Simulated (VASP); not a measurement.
# How thick must a slab of Pt(111) be?

Aim: follow surface energy, work function and relaxation of Pt(111) with the number of layers.

Calculated with VASP 6.6.1; PBE; plane waves and PAW (Pt).

## Step 1: The starting structure

The structure is cubic, space group Fm-3m (No. 225). The conventional cell has a = 3.920 Å, b = 3.920 Å, c = 3.920 Å, α = 90.00°, β = 90.00°, γ = 90.00°. Pt has 12 Pt at 2.77 Å nearest.

As a file:

```xyz
1
Lattice="0.0000 1.9600 1.9600 1.9600 0.0000 1.9600 1.9600 1.9600 0.0000" Properties=species:S:1:pos:R:3 pbc="T T T"
Pt    0.0000    0.0000    0.0000
```

## Step 2: The bulk reference, job relaxation, k-mesh 17×17×17

The bulk crystal is relaxed first, so that the slabs are cut at this functional's lattice.

INCAR reads:

```
SYSTEM = Pt
PREC = Accurate
ENCUT = 420
EDIFF = 1E-06
NELM = 120
ISMEAR = 1
SIGMA = 0.15
LREAL = .FALSE.
ALGO = Normal
GGA = PE
NBANDS = 11
LASPH = .TRUE.
LORBIT = 11
LWAVE = .FALSE.
LCHARG = .FALSE.
KPAR = 4
IBRION = 2
NSW = 30
ISIF = 3
EDIFFG = -0.01
POTIM = 0.4
```

POSCAR reads:

```
Pt
1.0
    0.0000000000      1.9600000000      1.9600000000
    1.9600000000      0.0000000000      1.9600000000
    1.9600000000      1.9600000000      0.0000000000
Pt
1
Direct
    0.0000000000      0.0000000000      0.0000000000
```

KPOINTS reads:

```
Automatic mesh
0
Gamma
17 17 17
0 0 0
```

Potentials, in the order of the species: Pt (PBE family, release 64).

The run is started by

```bash
$ mpirun -np 4 vasp_std
```

Output:

```text
[banner, memory and clock lines left out]
running    4 mpi-ranks, on    1 nodes
 distrk:  each k-point on    1 cores,    4 groups
 distr:  one band on    1 cores,    1 groups

 POSCAR found type information on POSCAR Pt
 POSCAR found :  1 types and       1 ions
 LDA part: xc-table for (Slater+PW92), standard interpolation
 POSCAR, INCAR and KPOINTS ok, starting setup
 FFT: planning ... GRIDC
 FFT: planning ... GRID_SOFT
 FFT: planning ... GRID
 WAVECAR not read
 entering main loop
       N       E                     dE             d eps       ncg     rms          rms(c)
DAV:   1     0.317507139834E+02    0.31751E+02   -0.46465E+03  3849   0.696E+02
DAV:   2    -0.601360281529E+01   -0.37764E+02   -0.36077E+02  4209   0.157E+02
DAV:   3    -0.645721824492E+01   -0.44362E+00   -0.44151E+00  4221   0.161E+01
DAV:   4    -0.645896622786E+01   -0.17480E-02   -0.17478E-02  4173   0.119E+00
DAV:   5    -0.645898024037E+01   -0.14013E-04   -0.14012E-04  4269   0.986E-02    0.130E+01
DAV:   6    -0.612721492893E+01    0.33177E+00   -0.74270E-01  3924   0.688E+00    0.686E+00
DAV:   7    -0.608796678686E+01    0.39248E-01   -0.14789E-01  4143   0.298E+00    0.251E+00
DAV:   8    -0.608466539238E+01    0.33014E-02   -0.70473E-03  3954   0.718E-01    0.592E-01
DAV:   9    -0.608442750697E+01    0.23789E-03   -0.23417E-04  4068   0.132E-01    0.527E-02
DAV:  10    -0.608443047724E+01   -0.29703E-05   -0.57474E-06  4631   0.181E-02    0.676E-03
DAV:  11    -0.608443041885E+01    0.58395E-07   -0.31639E-08  2241   0.169E-03
   1 F= -.60844304E+01 E0= -.60838208E+01  d E =-.608443E+01
 curvature:   0.00 expect dE= 0.000E+00 dE for cont linesearch  0.000E+00
 trial: gam= 0.00000 g(F)=  0.916E-67 g(S)=  0.102E+00 ort = 0.000E+00 (trialstep = 0.100E+01)
 search vector abs. value=  0.102E+00
 bond charge predicted
       N       E                     dE             d eps       ncg     rms          rms(c)
DAV:   1    -0.708651089401E+01   -0.10021E+01   -0.20949E+01  3762   0.417E+01    0.638E+00
DAV:   2    -0.607898941894E+01    0.10075E+01   -0.32614E+00  3729   0.130E+01    0.355E+00
DAV:   3    -0.604148928125E+01    0.37500E-01   -0.18310E-01  4179   0.297E+00    0.230E+00
DAV:   4    -0.604419784147E+01   -0.27086E-02   -0.62176E-03  3983   0.478E-01    0.511E-01
DAV:   5    -0.604462896355E+01   -0.43112E-03   -0.57383E-04  4758   0.102E-01    0.491E-02
DAV:   6    -0.604466823863E+01   -0.39275E-04   -0.19518E-05  4180   0.227E-02    0.285E-03
DAV:   7    -0.604466776869E+01    0.46994E-06   -0.26998E-07  3120   0.466E-03
   2 F= -.60446678E+01 E0= -.60440019E+01  d E =0.397627E-01
[...]
3 F= -.61009487E+01 E0= -.61003399E+01  d E =-.165183E-01
 curvature:  -0.19 expect dE=-0.752E-05 dE for cont linesearch -0.752E-05
 ZBRENT: interpolating
 opt :   0.3350  next Energy=    -6.100955 (dE=-0.165E-01)
 bond charge predicted
       N       E                     dE             d eps       ncg     rms          rms(c)
DAV:   1    -0.610100408654E+01   -0.55360E-04   -0.97124E-04  3804   0.287E-01    0.452E-02
DAV:   2    -0.610095838887E+01    0.45698E-04   -0.12589E-04  3762   0.840E-02    0.177E-02
DAV:   3    -0.610095659248E+01    0.17964E-05   -0.11397E-05  3978   0.239E-02    0.103E-02
DAV:   4    -0.610095738099E+01   -0.78850E-06   -0.43821E-07  2135   0.436E-03
   4 F= -.61009574E+01 E0= -.61003489E+01  d E =-.165270E-01
 curvature:  -0.17 expect dE=-0.129E-06 dE for cont linesearch -0.129E-06
 trial: gam= 0.00000 g(F)=  0.547E-63 g(S)=  0.768E-06 ort =-0.280E-03 (trialstep = 0.867E+00)
 search vector abs. value=  0.768E-06
 reached required accuracy - stopping structural energy minimisation
```

Elapsed: 10 s, on 4 MPI ranks of AMD EPYC 9R45, shared host; peak memory 0.54 GiB.

The logs omit lines about the potential files and the build; timing stands in the text.

OUTCAR, selected parts (step 2):

```text
ion  position               nearest neighbor table
   1  0.000  0.000  0.000-

  LATTYP: Found a face centered cubic cell.
 ALAT       =     3.9200000000

 Subroutine GETGRP returns: Found 48 space group operations
 (whereof 48 operations were pure point group operations)

The static configuration has the point symmetry O_h .

 Found    165 irreducible k-points:

   k-points           NKPTS =    165   k-points in BZ     NKDIM =    165   number of bands    NBANDS=     11

   dimension x,y,z NGX =    20 NGY =   20 NGZ =   20
   dimension x,y,z NGXF=    40 NGYF=   40 NGZF=   40

   ENCUT  =  420.0 eV  30.87 Ry    5.56 a.u.   4.63  4.63  4.63*2*pi/ulx,y,z

   NELECT =      10.0000    total number of electrons

 k-points in reciprocal lattice and weights: Automatic mesh
   0.00000000  0.00000000  0.00000000       0.000
   0.05882353  0.00000000  0.00000000       0.002
   0.11764706  0.00000000  0.00000000       0.002
   0.17647059  0.00000000  0.00000000       0.002
   0.23529412  0.00000000  0.00000000       0.002
   0.29411765  0.00000000  0.00000000       0.002
   0.35294118  0.00000000  0.00000000       0.002
   0.41176471  0.00000000  0.00000000       0.002
   0.47058824  0.00000000  0.00000000       0.002
[...]
-0.29411765  0.47058824  0.17647059       0.005
  -0.29411765  0.47058824  0.23529412       0.005

 average (electrostatic) potential at core
       1 -63.4308

 E-fermi :  10.5979

 k-point     1 :       0.0000    0.0000    0.0000
  band No.  band energies     occupation
    ...
      2       7.0307      2.00000
      3       7.0307      2.00000
      4       7.0307      2.00000
      5       9.0666      2.00000
      6       9.0666      2.00000
      7      25.3404      0.00000
      8      30.1123      0.00000
      9      30.1123      0.00000
     10      30.1123      0.00000
     11      35.3308      0.00000

 k-point     2 :       0.0588    0.0000    0.0000
  band No.  band energies     occupation
    ...
      2       6.9719      2.00000
      3       7.0835      2.00000
      4       7.0835      2.00000
      5       9.0376      2.00000
      6       9.0376      2.00000
      7      25.5449      0.00000
      8      29.3756      0.00000
      9      30.3143      0.00000
     10      30.3143      0.00000
     11      36.1181      0.00000

 k-point     3 :       0.1176    0.0000    0.0000
  band No.  band energies     occupation
    ...
      2       6.8243      2.00000
      3       7.2192      2.00000
      4       7.2192      2.00000
      5       8.9791      2.00000
      6       8.9791      2.00000
      7      26.0897      0.00000
      8      27.8625      0.00000
      9      30.8981      0.00000
     10      30.8981      0.00000
     11      36.5640      0.00000

  Total       -0.0025747     -0.0025747     -0.0025747      0.0000000     -0.0000000      0.0000000
  in kB       -0.2642066     -0.2642066     -0.2642066      0.0000000     -0.0000000      0.0000000
  external PRESSURE =      -0.2642066 kB  Pullay stress =       0.0000000 kB

  energy-cutoff  :      420.00
  volume of cell :       15.61
      direct lattice vectors                 reciprocal lattice vectors
     0.000000000  1.983763399  1.983763399    -0.252046187  0.252046187  0.252046187
     1.983763399  0.000000000  1.983763399     0.252046187 -0.252046187  0.252046187
     1.983763399  1.983763399  0.000000000     0.252046187  0.252046187 -0.252046187

 POSITION                                       TOTAL-FORCE (eV/Angst)
 -----------------------------------------------------------------------------------
      0.00000      0.00000      0.00000         0.000000     -0.000000     -0.000000
 -----------------------------------------------------------------------------------
    total drift:                               -0.000000     -0.000000     -0.000000

  FREE ENERGIE OF THE ION-ELECTRON SYSTEM (eV)
  ---------------------------------------------------
  free  energy   TOTEN  =        -6.1009573810 eV

  energy  without entropy=       -6.0991318022  energy(sigma->0) =       -6.10034885

 reached required accuracy - stopping structural energy minimisation

 total charge
# of ion       s       p       d       tot
------------------------------------------
    1        0.620   0.569   8.020   9.209

[... 3 further parts left out ...]
```

CONTCAR:

```
Pt
   1.00000000000000
     0.0000000000000000    1.9837633987639696    1.9837633987639696
     1.9837633987639696    0.0000000000000000    1.9837633987639696
     1.9837633987639696    1.9837633987639696    0.0000000000000000
  Pt
     1
Direct
     0.0000000000000000    0.0000000000000000    0.0000000000000000
```

The run keeps the 48 symmetry operations of its start, so it cannot find a distortion of lower symmetry.

Step by step:

| step | energy less that of the first step (eV) | largest force (eV/Å) | pressure (GPa) | volume (Å³) |
| --- | --- | --- | --- | --- |
| 1 | 0.0000 | 0.0000 | 9.98 | 15.06 |
| 2 | 0.0398 | 0.0000 | -14.64 | 16.75 |
| 3 | -0.0165 | 0.0000 | -0.19 | 15.62 |
| 4 | -0.0165 | 0.0000 | -0.03 | 15.61 |

| conventional cell, symmetrised | before | after | change |
| --- | --- | --- | --- |
| a (Å) | 3.920 | 3.968 | +1.2 % |
| b (Å) | 3.920 | 3.968 | +1.2 % |
| c (Å) | 3.920 | 3.968 | +1.2 % |
| volume (Å³/atom) | 15.06 | 15.61 | +3.7 % |

The relaxed structure:

```xyz
1
Lattice="0.0000 1.9838 1.9838 1.9838 0.0000 1.9838 1.9838 1.9838 0.0000" Properties=species:S:1:pos:R:3 pbc="T T T"
Pt    0.0000    0.0000    0.0000
```

Numbers from this step:

```yaml
electronic_cycles: 29
electrons: 10
free_energy_toten: -6.101 eV
energy_at_zero_smearing: -6.100 eV
fermi_energy: 10.60 eV
metallic: yes
```

The run ended after 4 ionic steps, 0.017 eV below its first step, once forces and stress met EDIFFG = -0.01.

Energy at zero smearing: -6.10035 eV.

## Step 3: The bulk reference, job self-consistent run, k-mesh 20×20×20

INCAR reads:

```
SYSTEM = Pt
PREC = Normal
ENCUT = 320
EDIFF = 1E-06
NELM = 120
ISMEAR = 1
SIGMA = 0.15
LREAL = .FALSE.
ALGO = Fast
GGA = PE
NBANDS = 11
LASPH = .TRUE.
LORBIT = 11
LWAVE = .FALSE.
LCHARG = .FALSE.
KPAR = 4
```

POSCAR reads:

```
Pt
1.0
    0.0000000000      1.9837633988      1.9837633988
    1.9837633988      0.0000000000      1.9837633988
    1.9837633988      1.9837633988      0.0000000000
Pt
1
Direct
    0.0000000000      0.0000000000      0.0000000000
```

KPOINTS reads:

```
Automatic mesh
0
Gamma
20 20 20
0 0 0
```

The run is started by

```bash
$ mpirun -np 4 vasp_std
```

Output:

```text
[... set-up lines as in an earlier step ...]
 entering main loop
       N       E                     dE             d eps       ncg     rms          rms(c)
DAV:   1     0.210360884884E+02    0.21036E+02   -0.39087E+03  6640   0.539E+02
DAV:   2    -0.619962713328E+01   -0.27236E+02   -0.26026E+02  6539   0.129E+02
DAV:   3    -0.647639421157E+01   -0.27677E+00   -0.27554E+00  6513   0.119E+01
DAV:   4    -0.647751898058E+01   -0.11248E-02   -0.11247E-02  6475   0.911E-01
[...]
RMM:  10    -0.610044148252E+01   -0.15093E-04   -0.11741E-04  6610   0.739E-02    0.536E-02
RMM:  11    -0.610044273414E+01   -0.12516E-05   -0.13230E-05  6339   0.249E-02    0.558E-03
RMM:  12    -0.610044320746E+01   -0.47332E-06   -0.30552E-06  5162   0.116E-02
   1 F= -.61004432E+01 E0= -.61004283E+01  d E =-.447206E-04
```

Elapsed: 3 s, on 4 MPI ranks; peak memory 0.4 GiB.

OUTCAR, selected parts (step 3):

```text
  Total       -0.0965722     -0.0965722     -0.0965722      0.0000000      0.0000000      0.0000000
  in kB       -9.9097640     -9.9097640     -9.9097640      0.0000000      0.0000000      0.0000000
  external PRESSURE =      -9.9097640 kB  Pullay stress =       0.0000000 kB

 POSITION                                       TOTAL-FORCE (eV/Angst)
 -----------------------------------------------------------------------------------
      0.00000      0.00000      0.00000         0.000000      0.000000      0.000000
 -----------------------------------------------------------------------------------
    total drift:                               -0.000000     -0.000000     -0.000000

  FREE ENERGIE OF THE ION-ELECTRON SYSTEM (eV)
  ---------------------------------------------------
  free  energy   TOTEN  =        -6.1004432075 eV

  energy  without entropy=       -6.1003984868  energy(sigma->0) =       -6.10042830

[... 3 further parts left out ...]
[key lines of the parts left out:]
E-fermi :  10.6134
```

Numbers from this step:

```
electronic cycles   : 12
free energy (TOTEN) : -6.100 eV
Fermi energy        : 10.61 eV
```

Energy at zero smearing: -6.10043 eV.

The run ends at a pressure of -0.99 GPa.

(Continued in part 2 of 7.)

[Lines on the potential files, build, host, timing and source positions are cut from VASP's logs without a mark.]

[Logs are printed without paths, hosts, clocks, repeated set-up lines and the standing remarks that a program may print on its own settings, such as how far it seeks lower states.]

[Hosts, paths, dates, database ids (printed as entryN), source tags and the programs' standing remarks are cut or masked in the printed files.]

[Runs that stopped without an error message from VASP are left out.]
